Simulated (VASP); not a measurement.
These are PBE GGA, VASP's PBE PAW potentials (set 64) (plane waves; VASP 6.6.1) values and carry that method's errors.

VASP input:

INCAR:
```
! general
SYSTEM   =  MoS2
PREC     =  Accurate
ENCUT    =  500   ! plane-wave cut-off (eV)
LREAL    =  .FALSE.   ! projection in real space or not
LASPH    =  .TRUE.   ! aspherical one-centre terms

! electronic loop
EDIFF    =  1E-6   ! SCF stop (eV)
NELM     =  100
ALGO     =  Normal
LMAXMIX  =  4

! smearing
ISMEAR   =  0
SIGMA    =  0.05

! functional
GGA      =  PE

! ions
IBRION   =  2
NSW      =  40
ISIF     =  3   ! ions, shape and volume
EDIFFG   =  -0.02

! output
LWAVE    =  .FALSE.
LCHARG   =  .FALSE.
```

POSCAR:
```
MoS2
1
    1.5926589351    -2.7585659125    -0.0000000000
    1.5926589351     2.7585659125     0.0000000000
   -0.0000000000    -0.0000000000    14.0825379336
Mo S
2 4
Direct
  0.3333330000   0.6666670000   0.2500000000
  0.6666670000   0.3333330000   0.7500000000
  0.3333330000   0.6666670000   0.8608328378
  0.6666670000   0.3333330000   0.3608328378
  0.6666670000   0.3333330000   0.1391671622
  0.3333330000   0.6666670000   0.6391671622
```

**KPOINTS**
```
Automatic mesh
0
Gamma
8 8 2
0 0 0
```

POTCAR, in this order: Mo_sv S (PBE.64 set). Program: vasp_std.

The resulting files:

**OUTCAR**
```
 ion  position               nearest neighbor table
   1  0.333  0.667  0.250-   4 2.41   5 2.41   4 2.41   5 2.41   4 2.41   5 2.41
   2  0.667  0.333  0.750-   3 2.41   6 2.41   3 2.41   6 2.41   3 2.41   6 2.41
   3  0.333  0.667  0.861-   2 2.41   2 2.41   2 2.41
   4  0.667  0.333  0.361-   1 2.41   1 2.41   1 2.41
   5  0.667  0.333  0.139-   1 2.41   1 2.41   1 2.41
   6  0.333  0.667  0.639-   2 2.41   2 2.41   2 2.41
  LATTYP: Found a hexagonal cell.
 ALAT       =     3.1853176258
 C/A-ratio  =     4.4210780801
 Subroutine PRICEL returns:
 Original cell was already a primitive cell.
 Subroutine GETGRP returns: Found 24 space group operations
The static configuration has the point symmetry D_3d.
 The point group associated with its full space group is D_6h.
The dynamic configuration has the point symmetry D_3d.
 Subroutine INISYM returns: Found 24 space group operations
 Subroutine IBZKPT returns following result:
 Found     20 irreducible k-points:

 Following reciprocal coordinates:
            Coordinates               Weight
  0.000000  0.000000  0.000000      1.000000
  0.125000  0.000000  0.000000      6.000000
  0.250000  0.000000  0.000000      6.000000
...
```

OSZICAR:
```
       N       E                     dE             d eps       ncg     rms          rms(c)
DAV:   1     0.445829606993E+03    0.44583E+03   -0.29011E+04  1416   0.152E+03
DAV:   2    -0.205860280111E+02   -0.46642E+03   -0.45682E+03  1544   0.386E+02
DAV:   3    -0.460055760520E+02   -0.25420E+02   -0.25257E+02  1575   0.784E+01
DAV:   4    -0.467323703074E+02   -0.72679E+00   -0.72456E+00  1594   0.126E+01
DAV:   5    -0.467501962427E+02   -0.17826E-01   -0.17820E-01  1577   0.198E+00    0.336E+01
DAV:   6    -0.445097511900E+02    0.22404E+01   -0.24416E+01  1400   0.257E+01    0.131E+01
DAV:   7    -0.440315644993E+02    0.47819E+00   -0.97359E+00  1402   0.160E+01    0.814E+00
DAV:   8    -0.437109484871E+02    0.32062E+00   -0.15241E+00  1671   0.681E+00    0.258E+00
DAV:   9    -0.437199629156E+02   -0.90144E-02   -0.14072E-01  1694   0.181E+00    0.126E+00
DAV:  10    -0.437123118903E+02    0.76510E-02   -0.63244E-02  1559   0.138E+00    0.322E-01
DAV:  11    -0.437123572975E+02   -0.45407E-04   -0.26697E-03  1572   0.295E-01    0.159E-01
DAV:  12    -0.437122799599E+02    0.77338E-04   -0.82765E-04  1638   0.148E-01    0.445E-02
DAV:  13    -0.437123130022E+02   -0.33042E-04   -0.16818E-04  1499   0.678E-02    0.206E-02
DAV:  14    -0.437123181576E+02   -0.51554E-05   -0.15092E-05  1334   0.230E-02    0.692E-03
DAV:  15    -0.437123193511E+02   -0.11935E-05   -0.33285E-06  1308   0.833E-03    0.440E-03
DAV:  16    -0.437123192786E+02    0.72560E-07   -0.10364E-06  1021   0.651E-03
   1 F= -.43712319E+02 E0= -.43712319E+02  d E =-.437123E+02
       N       E                     dE             d eps       ncg     rms          rms(c)
DAV:   1    -0.437139097082E+02   -0.15904E-02   -0.40671E-02  1362   0.152E+00    0.383E-01
DAV:   2    -0.437127123089E+02    0.11974E-02   -0.10614E-02  1480   0.621E-01    0.178E-01
DAV:   3    -0.437123604836E+02    0.35183E-03   -0.21241E-03  1598   0.218E-01    0.709E-02
DAV:   4    -0.437122976584E+02    0.62825E-04   -0.23582E-04  1436   0.872E-02    0.251E-02
DAV:   5    -0.437122846301E+02    0.13028E-04   -0.54857E-05  1558   0.404E-02    0.177E-02
DAV:   6    -0.437122798223E+02    0.48078E-05   -0.68266E-06  1403   0.148E-02    0.628E-03
DAV:   7    -0.437122789223E+02    0.90001E-06   -0.19228E-06  1044   0.805E-03
   2 F= -.43712279E+02 E0= -.43712279E+02  d E =0.403563E-04
       N       E                     dE             d eps       ncg     rms          rms(c)
DAV:   1    -0.437129027756E+02   -0.62295E-03   -0.13394E-02  1333   0.871E-01    0.221E-01
DAV:   2    -0.437125033560E+02    0.39942E-03   -0.34799E-03  1473   0.355E-01    0.102E-01
DAV:   3    -0.437123899842E+02    0.11337E-03   -0.69518E-04  1535   0.125E-01    0.408E-02
DAV:   4    -0.437123705896E+02    0.19395E-04   -0.79106E-05  1450   0.507E-02    0.145E-02
DAV:   5    -0.437123691126E+02    0.14770E-05   -0.18096E-05  1552   0.232E-02    0.103E-02
DAV:   6    -0.437123711082E+02   -0.19956E-05   -0.20191E-06  1064   0.844E-03    0.280E-03
DAV:   7    -0.437123714704E+02   -0.36221E-06   -0.69336E-07   907   0.481E-03
   3 F= -.43712371E+02 E0= -.43712371E+02  d E =-.521919E-04
```

File OUTCAR:
```
------------------------ aborting loop because EDIFF is reached ----------------------------------------
  FORCE on cell =-STRESS in cart. coord.  units (eV):
  Direction    XX          YY          ZZ          XY          YZ          ZX
  --------------------------------------------------------------------------------------
  Total       -0.0453557     -0.0453557      0.0200912      0.0000000     -0.0000000      0.0000000
  in kB       -0.5869227     -0.5869225      0.2599887      0.0000000     -0.0000000      0.0000000
  external PRESSURE =      -0.3046188 kB  Pullay stress =       0.0000000 kB
  volume of cell :      123.81
      direct lattice vectors                 reciprocal lattice vectors
     1.592674846 -2.758593470  0.000000000     0.313937274 -0.181251788  0.000000000
     1.592674846  2.758593470  0.000000000     0.313937274  0.181251788  0.000000000
     0.000000000  0.000000000 14.090181479     0.000000000  0.000000000  0.070971407
 POSITION                                       TOTAL-FORCE (eV/Angst)
 -----------------------------------------------------------------------------------
      1.59267      0.91953      3.52255        -0.000000     -0.000000      0.000000
      1.59267     -0.91953     10.56764        -0.000000      0.000000      0.000000
      1.59267      0.91953     12.12961         0.000000      0.000000     -0.006166
      1.59267     -0.91953      5.08452         0.000000     -0.000000     -0.006166
      1.59267     -0.91953      1.96057         0.000000     -0.000000      0.006166
      1.59267      0.91953      9.00566        -0.000000      0.000000      0.006166
 -----------------------------------------------------------------------------------
    total drift:                                0.000236      0.001681     -0.000030
  FREE ENERGIE OF THE ION-ELECTRON SYSTEM (eV)
  ---------------------------------------------------
  free  energy   TOTEN  =       -43.7123714704 eV

  energy  without entropy=      -43.7123714704  energy(sigma->0) =      -43.71237147

 reached required accuracy - stopping structural energy minimisation
```
(Selected blocks of OUTCAR.)

File CONTCAR:
```
MoS2
   1.00000000000000
     1.5926748455737654   -2.7585934702404757    0.0000000000000000
     1.5926748455737654    2.7585934702404757    0.0000000000000000
     0.0000000000000000    0.0000000000000000   14.0901814785124380
  Mo              S
     2     4
Direct
     0.3333330000000032    0.6666669999999968    0.2500000000000000
     0.6666669999999968    0.3333330000000032    0.7500000000000000
     0.3333330000000032    0.6666669999999968    0.8608555160828056
     0.6666669999999968    0.3333330000000032    0.3608555160828056
     0.6666669999999968    0.3333330000000032    0.1391444839171944
     0.3333330000000032    0.6666669999999968    0.6391444839171944
```

Without a dispersion term in the relaxation, distances and binding between the weakly bound layers, chains or molecules are unreliable, and so is what depends on them.

The compound is MoS2 in the 2H layered structure. This run relaxes it. Symmetry was kept, so distortions that lower it aren't found.
